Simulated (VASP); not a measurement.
An input for Quantum ESPRESSO's pw.x (written as the equivalent of a VASP run, and not itself run):

```
&CONTROL
  calculation = 'scf'
  pseudo_dir = './pseudo'
  outdir = './out'
  tprnfor = .true.
  tstress = .true.
/
&SYSTEM
  ibrav = 0
  nat = 2
  ntyp = 2
  ecutwfc = 102
  occupations = 'tetrahedra'
  input_dft = 'pz'
/
&ELECTRONS
  conv_thr = 7.3e-09
  electron_maxstep = 100
/
ATOMIC_SPECIES
  Cd 112.414 Cd.upf
  Se 78.971 Se.upf
CELL_PARAMETERS angstrom
    -0.0000000    2.7837659    2.7837659
     2.7837659   -0.0000000    2.7837659
     2.7837659    2.7837659   -0.0000000
ATOMIC_POSITIONS crystal
  Cd   0.0000000  0.0000000  0.0000000
  Se   0.5000000  0.5000000  0.5000000
K_POINTS automatic
  13 13 13 0 0 0
```

Write the VASP files for the same calculation (LDA).

Several could match; the one computed here: 
INCAR:
```
LCHARG = .TRUE.
LMAXMIX = 4   # l cut-off of mixed one-centre charges
ISMEAR = -5   # tetrahedra, Bloechl
LREAL = .FALSE.   # projection in real space or not
LASPH = .TRUE.   # aspherical one-centre terms
SYSTEM = CdSe
LWAVE = .FALSE.
ENCUT = 400   # plane-wave cut-off (eV)
PREC = Accurate
NELM = 100   # most electronic steps
EDIFF = 1E-7   # SCF stop (eV)
LORBIT = 11
ISIF = 2   # forces and stress, cell fixed
ALGO = Normal   # blocked Davidson
NEDOS = 601   # DOS grid
```

KPOINTS:
```
Automatic mesh
0
Gamma
13 13 13
0 0 0
```

### POSCAR
```
CdSe
1
   -0.0000000000     2.7837658548     2.7837658548
    2.7837658548    -0.0000000000     2.7837658548
    2.7837658548     2.7837658548    -0.0000000000
Cd Se
1 1
Direct
  0.0000000000   0.0000000000   0.0000000000
  0.5000000000   0.5000000000   0.5000000000
```

POTCAR, in this order: Cd Se (LDA.64 set). Program: vasp_std.

The two are equivalent in intent, not identical: the potentials are each code's own (VASP's PAW set, PseudoDojo norm-conserving files in pw.x), so ENCUT and ecutwfc are chosen apart and not converted; conv_thr bounds pw.x's estimated SCF error, while EDIFF bounds the energy change between steps.

The structure comes from a computed database's CdSe entry (Fm-3m); how it stands against other phases isn't given here. It was relaxed first, which changed the volume by -9 %.
